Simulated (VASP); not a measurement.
Energy against volume of CsSnI₃ (cubic perovskite). Method: vdW-DF-cx, VASP's PBE PAW potentials (set 64) (plane waves; VASP 6.6.1). Settings: 520 eV cut-off, 4×4×4 Γ-centred mesh, Gaussian smearing of 0.050 eV, potentials Cs_sv Sn_d I.

| V (Å³/atom) | E (eV/atom) |
|---|---|
| 45.708 | -0.45529 |
| 47.121 | -0.45807 |
| 48.535 | -0.45609 |
| 49.948 | -0.45010 |

Fit these four points and predict the energy of the run at 44.294 Å³/atom.

A cubic in V^(−2/3), the third-order Birch-Murnaghan form, passes through the four points with V0 = 47.20 Å³/atom and B0 = 18 GPa, and gives -0.4469 eV/atom there. The run gave -0.4473 eV/atom, -0.4 meV/atom from the fit; all five points give B0 = 17 GPa.

The compound is CsSnI3 in the cubic perovskite structure, the ideal cubic form; the compound distorts at low or room temperature. It was relaxed first.
